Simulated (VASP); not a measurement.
Runs of VASP 6.6.1 on C. It takes space group Fd-3m (No. 227, cubic). Conventional cell: a = 3.567 Å, b = 3.567 Å, c = 3.567 Å, α = 90.00°, β = 90.00°, γ = 90.00°. C (site symmetry -43m) is surrounded by 4 C at 1.54 Å. This isn't the form of C at room conditions, which is graphite.

```csv
task,level,potentials or basis,k mesh,cutoff (eV),further INCAR settings,mesh quality,gap on the mesh (eV),pressure (GPa)
band structure,r2SCAN,"VASP PAW PBE potentials, release 64 (C)",12 × 12 × 12,520,ALGO = Normal; EDIFF = 1e-06,not flagged,(b),-1.3
band structure,TB-mBJ,"VASP PAW PBE potentials, release 64 (C)",12 × 12 × 12,520,ALGO = Normal; EDIFF = 1e-06,not flagged,4.98,-
band structure,LDA,"VASP PAW LDA potentials, release 64 (C)",12 × 12 × 12,520,ALGO = Normal; EDIFF = 1e-06,not flagged,(a),-11.6
band structure,PBE,"VASP PAW PBE potentials, release 64 (C_GW)",12 × 12 × 12,450,ALGO = Normal; EDIFF = 1e-06,not flagged,4.15,-
dielectric tensor,PBE,"VASP PAW PBE potentials, release 64 (C)",12 × 12 × 12,520,ALGO = Normal; EDIFF = 1e-08,not flagged,4.15,-
single point,PBE,"VASP PAW PBE potentials, release 64 (C)",3 × 3 × 3,520,ALGO = Normal; EDIFF = 1e-06,coarse,4.11,7.6
band structure,PBE,"VASP PAW PBE potentials, release 64 (C)",12 × 12 × 12,520,ALGO = Normal; EDIFF = 1e-06,not flagged,4.15,2.5
```

Alike in all rows: no spin polarisation; cell as given; smearing gaussian 0.02 eV.

Problem. Estimate the missing entries.

Solution. (a) 4.12; (b) 4.34.

Caveats: some runs use coarse meshes; the PAW data sets were made with another functional, which shifts forces and pressure a little (some runs); the cutoff is under 1.25 times the usual one of these potentials, so pressure, stress and relaxed cells hold a basis-set (Pulay) error (some runs); an odd mesh through Γ misses points on the zone boundary, where band edges often lie (some runs).
